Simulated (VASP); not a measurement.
Given:

```yaml
crystal:
  lattice:
    - [2.76407, 0.00000, 0.00000]
    - [-1.38204, 2.39376, 0.00000]
    - [0.00000, 0.00000, 5.66276]
  atoms:
    - { symbol: Tc, position: [0.00000, 0.00000, 0.00000] }
    - { symbol: Tc, position: [0.00000, 0.00000, 0.50000] }
    - { symbol: N, position: [0.66667, 0.33333, 0.75000] }
    - { symbol: N, position: [0.33333, 0.66667, 0.25000] }
```

Computed with PBEsol GGA, VASP's PBE PAW potentials (set 64) (plane waves; VASP). Numerical set-up: 520 eV cut-off, 14×14×6 Γ-centred mesh, tetrahedra with Blöchl corrections, potentials Tc_pv N.

Problem. Predict the energy per atom (σ→0), band gap (on the k-mesh) with the smallest direct gap where there is one.

Solution. 
The band gap (on the k-mesh) comes out as none (metal, semimetal or under 0.01 eV). The energy per atom (σ→0) is -967.2 kJ/mol of atoms.

The absolute energy has meaning only against runs of the same code, potentials and settings.

The structure comes from a computed database's TcN entry (P6_3/mmc); how it stands against other phases isn't given here. It was relaxed first.
